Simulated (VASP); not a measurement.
An input for Quantum ESPRESSO's pw.x (written as the equivalent of a VASP run, and not itself run):

```
&CONTROL
  calculation = 'scf'
  pseudo_dir = './pseudo'
  outdir = './out'
  tprnfor = .true.
  tstress = .true.
/
&SYSTEM
  ibrav = 0
  nat = 3
  ntyp = 2
  ecutwfc = 84
  occupations = 'smearing'
  smearing = 'gaussian'
  degauss = 0.003675
  input_dft = 'vdw-df-obk8'
/
&ELECTRONS
  conv_thr = 7.3e-09
  electron_maxstep = 100
/
ATOMIC_SPECIES
  Li 6.940 Li.upf
  O 15.999 O.upf
CELL_PARAMETERS angstrom
     0.0000000    2.2530156    2.2530156
     2.2530156    0.0000000    2.2530156
     2.2530156    2.2530156    0.0000000
ATOMIC_POSITIONS crystal
  Li   0.2500000  0.2500000  0.2500000
  Li   0.7500000  0.7500000  0.7500000
  O    0.0000000  0.0000000  0.0000000
K_POINTS automatic
  8 8 8 0 0 0
```

**Question.** Translate this input to VASP (INCAR, KPOINTS, POSCAR, choice of POTCAR).

**Answer.** This is not unique; one that fits is 
### POSCAR
```
Li2O
1
    0.0000000000     2.2530155620     2.2530155620
    2.2530155620     0.0000000000     2.2530155620
    2.2530155620     2.2530155620     0.0000000000
Li O
2 1
Direct
  0.2500000000   0.2500000000   0.2500000000
  0.7500000000   0.7500000000   0.7500000000
  0.0000000000   0.0000000000   0.0000000000
```

File KPOINTS:
```
Automatic
0
G
8 8 8
```

INCAR:
```
! general
SYSTEM  =Li2O
PREC    =Accurate
ENCUT   =520   ! plane-wave cut-off (eV)
LREAL   =.FALSE.   ! projection in real space or not
LASPH   =.TRUE.

! electronic loop
EDIFF   =1E-7
NELM    =100
ALGO    =Normal   ! blocked Davidson

! smearing
ISMEAR  =0   ! Gaussian
SIGMA   =0.05   ! width (eV)

! functional
GGA     =BO
LUSE_VDW=.TRUE.
AGGAC   =0.0
PARAM1  =0.1833333333
PARAM2  =0.22

! ions
ISIF    =2   ! forces and stress, cell fixed

! output
LWAVE   =.FALSE.
LCHARG  =.FALSE.
```

POTCAR, in this order: Li_sv O (PBE.64 set). Program: vasp_std.

The two are equivalent in intent, not identical: the potentials are each code's own (VASP's PAW set, PseudoDojo norm-conserving files in pw.x), so ENCUT and ecutwfc are chosen apart and not converted; conv_thr bounds pw.x's estimated SCF error, while EDIFF bounds the energy change between steps.

The compound is Li2O in the antifluorite structure. This cell is one point of a volume scan, at 0.94 of the reference volume.
